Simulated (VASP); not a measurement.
Set up this calculation in VASP 6.6.1, as the native input.

* Task: single point
* Functional: PBE
* Potentials or basis: VASP PAW PBE potentials, release 64 (Ba_sv, In_d, Ir)
* Cutoff: 520 eV
* k mesh: 3 × 2 × 3
* Occupations: fermi-dirac, width 0.1 eV
* Spin: no spin polarisation
* Dipole correction: no
* Further INCAR settings: ALGO = Fast; EDIFF = 1e-06; NBANDS = 55

The structure of BaIn2Ir lies in POSCAR:

```
BaIn2Ir
1.0
    6.8127660000     -0.1279980000      0.0243970000
   -0.8495550000      7.3070800000     -0.1029160000
   -1.4093080000     -0.8800280000      4.5882900000
Ba In Ir
2 4 2
Direct
    0.4132424420      0.8512034420      0.3733477129
    0.8136135007      0.2224327458      0.3240941963
    0.6912829160      0.6679824660      0.9940814234
    0.3229416102      0.1231653492      0.9012010746
    0.4371751617      0.4220955020      0.4666295326
    0.0485280180      0.6471432035      0.5828174444
    0.8972149390      0.9471393866      0.7942901264
    0.0950346518      0.4110266216      0.9902357208
```

The cell was built by a generator and needn't be a form met in nature.

One way to write it, as run:

INCAR

```
PREC = Accurate
ENCUT = 520
EDIFF = 1E-6
ISMEAR = -1
SIGMA = 0.1
LREAL = F
LASPH = T
NELM = 100
ALGO = Fast
ISIF = 2
LWAVE = F
LCHARG = F
GGA = PE
NBANDS = 55
```

KPOINTS

```
regular mesh
0
Gamma
  3 2 3
```

Potentials or basis: VASP PAW PBE potentials, release 64 (Ba_sv, In_d, Ir).

Launch:

```console
$ cat potpaw_PBE.64/Ba_sv/POTCAR potpaw_PBE.64/In_d/POTCAR potpaw_PBE.64/Ir/POTCAR > POTCAR
$ mpirun -np 1 vasp_std > vasp.out
```

Results of the run:

* Pressure: 0.9 GPa
* Largest force: 2.164 eV/Å
* Band gap on the k mesh: none (metal or under the smearing width)

Caveat: the k mesh is coarse (spacing up to 0.46 Å⁻¹), so the values aren't converged.

It took 3.8 min on 1 thread of Intel(R) Xeon(R) Platinum 8259CL CPU @ 2.50GHz (Skylake/Cascade Lake), on a shared host, peak memory 0.39 GiB.
